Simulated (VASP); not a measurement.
## Si12H6C: single point with PBE

Slab: Si12H6C, a slab with vacuum.

```
Si H C
1.0
     7.68059    0.00000    0.00000
     0.00000    7.68059    0.00000
     0.00000    0.00000   22.80875
Si H C
24 12 2
Direct
  0.10905 0.00000 0.66010
  0.14413 0.50000 0.64180
  0.41631 0.00000 0.65934
  0.43134 0.50000 0.67449
  0.01016 0.24610 0.60901
  0.01016 0.75390 0.60901
  0.48907 0.26004 0.61066
  0.48907 0.73996 0.61066
  0.25487 0.24905 0.54389
  0.25487 0.75095 0.54389
  0.74804 0.25337 0.55350
  0.74804 0.74663 0.55350
  0.24765 0.00000 0.48476
  0.25151 0.50000 0.48562
  0.74805 0.00000 0.49268
  0.75238 0.50000 0.49080
  0.99341 0.00000 0.42847
  0.99847 0.50000 0.42815
  0.50283 0.00000 0.42848
  0.50454 0.50000 0.42826
  0.00000 0.25000 0.36916
  0.00000 0.75000 0.36916
  0.50000 0.25000 0.36916
  0.50000 0.75000 0.36916
  0.84897 0.25000 0.32882
  0.15103 0.25000 0.32882
  0.84897 0.75000 0.32882
  0.15103 0.75000 0.32882
  0.34897 0.25000 0.32882
  0.65103 0.25000 0.32882
  0.34897 0.75000 0.32882
  0.65103 0.75000 0.32882
  0.10540 0.11552 0.76538
  0.10540 0.88448 0.76538
  0.41695 0.11572 0.76456
  0.41695 0.88428 0.76456
  0.15951 0.00000 0.74362
  0.36254 0.00000 0.74301
```

The cell was built by a generator and needn't be a form met in nature.

```json
{
 "Program": "VASP 6.6.1",
 "Task": "single point",
 "Functional": "PBE",
 "Potentials or basis": "VASP PAW PBE potentials, release 64 (Si, H, C)",
 "Cutoff": "520 eV",
 "k mesh": "3 × 3 × 1",
 "Occupations": "gaussian, width 0.05 eV",
 "Spin": "no spin polarisation",
 "Dipole correction": "yes",
 "Further INCAR settings": "LREAL = Auto; ALGO = Fast; EDIFF = 1e-06; NBANDS = 83"
}
```

```yaml
Largest_force: 0.243 eV/Å
Band_gap_on_the_k_mesh: 0.78 eV, indirect (least direct gap 0.85 eV)
Ionisation_potential_of_the_upper_face: 4.66 eV
```

Forces on the atoms (eV/Å):
```
Si  -0.006  0.000 -0.012
Si  -0.006  0.000 -0.003
Si  -0.001  0.000 -0.014
Si   0.002  0.000 -0.006
Si   0.004 -0.001 -0.002
Si   0.004  0.001 -0.002
Si   0.000 -0.004 -0.002
Si   0.000  0.004 -0.002
Si   0.001  0.001  0.000
Si   0.001 -0.001  0.000
Si   0.001  0.003  0.000
Si   0.001 -0.003  0.000
Si   0.001  0.000  0.004
Si  -0.001  0.000 -0.001
Si   0.002  0.000 -0.001
Si  -0.001  0.000  0.000
Si  -0.002  0.000 -0.003
Si   0.001  0.000  0.005
Si   0.000  0.000  0.001
Si   0.001  0.000 -0.002
Si  -0.242 -0.013  0.011
Si  -0.242  0.013  0.011
Si   0.239 -0.006  0.019
Si   0.239  0.006  0.019
H    0.125  0.024 -0.043
H   -0.101 -0.034  0.033
H    0.125 -0.024 -0.043
H   -0.101  0.034  0.033
H    0.102 -0.001  0.031
H   -0.124 -0.010 -0.043
H    0.102  0.001  0.031
H   -0.124  0.010 -0.043
H   -0.009  0.017  0.010
H   -0.009 -0.017  0.010
H    0.009  0.018  0.010
H    0.009 -0.018  0.010
C   -0.015  0.000 -0.005
C    0.015  0.000 -0.009
```

Levels at points of the mesh, in eV from the valence-band top:
```tsv
k point	band 54	band 55	band 56	band 57	band 58	band 59	band 60	band 61	band 62	band 63
(0.00, 0.00, 0.00)	-0.64	-0.36	-0.33	-0.28	-0.11	0.78	1.36	1.37	1.59	2.22
```

Run time: 15 min on 1 thread of Intel(R) Xeon(R) 6975P-C (Granite Rapids), with other jobs on the host, peak memory 1.4 GiB.
